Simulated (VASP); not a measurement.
VASP runs on AuI (a trial cell in the WC structure, space group P-6m2) share one base input (PBE GGA, plane waves, VASP's PBE PAW potentials (set 64)) and change the settings named in each case.

**INCAR**
```
SYSTEM=AuI
PREC=Accurate; ENCUT=400; LREAL=.FALSE.
LASPH=.TRUE.
EDIFF=1E-6; NELM=100; ALGO=Normal
LMAXMIX=6
ISMEAR=0; SIGMA=0.05
GGA=PE
ISIF=2
LWAVE=.FALSE.; LCHARG=.FALSE.
```

### KPOINTS
```
Automatic
0
Gamma
7 7 7
```

### POSCAR
```
AuI
3.751320
  1.0000000000   0.0000000000   0.0000000000
 -0.5000000000   0.8660255590   0.0000000000
  0.0000000000   0.0000000000   0.9759505987
Au I
1 1
Cartesian
  0.0000000000   0.0000000000   0.0000000000
  0.5000005000   0.2886748977   0.4879752994
```

POTCAR, in this order: Au I (PBE.64 set). Program: vasp_std.

| change | E(σ→0) (eV/atom) | pressure (GPa) | −TS (eV) |
|---|---|---|---|
| base run | -1.7643 | 19.54 | -0.0009 |
| GGA = 91 | -1.7867 | [?] | [?] |
| IVDW = 11 | -2.2624 | [?] | -0.0009 |
| GGA removed, LMIXTAU = .TRUE., METAGGA = SCAN | -52.3509 | 15.15 | -0.0012 |
| GGA = RP | -1.2483 | 22.14 | -0.0009 |
| AGGAC = 0.0, GGA = BO, LUSE_VDW = .TRUE., PARAM1 = 0.1833333333, PARAM2 = 0.22 | 0.5203 | 20.61 | -0.0009 |
| GGA removed, LMIXTAU = .TRUE., METAGGA = R2SCAN | -36.9645 | 19.09 | -0.0011 |

Task: Some entries are withheld; supply them.

Result: 
- GGA = 91, pressure (GPa): 20.28
- GGA = 91, −TS (eV): -0.0008
- IVDW = 11, pressure (GPa): 16.26

Energies of different potentials or functionals have different zeros. Unless said otherwise, spin-orbit coupling is left out, though it shifts the bands of the heavy elements here.

Left out are runs that ran out of time, are held back, or changed the cell or the kind of run, fixed moments of cells without a moment, rows past the twelfth, gaps on odd meshes, pressures of charged cells and columns that move by less than the noise.

The structure was generated: AuI was put into the WC type (P-6m2), which need not be its known phase. The cell was not relaxed at this level.
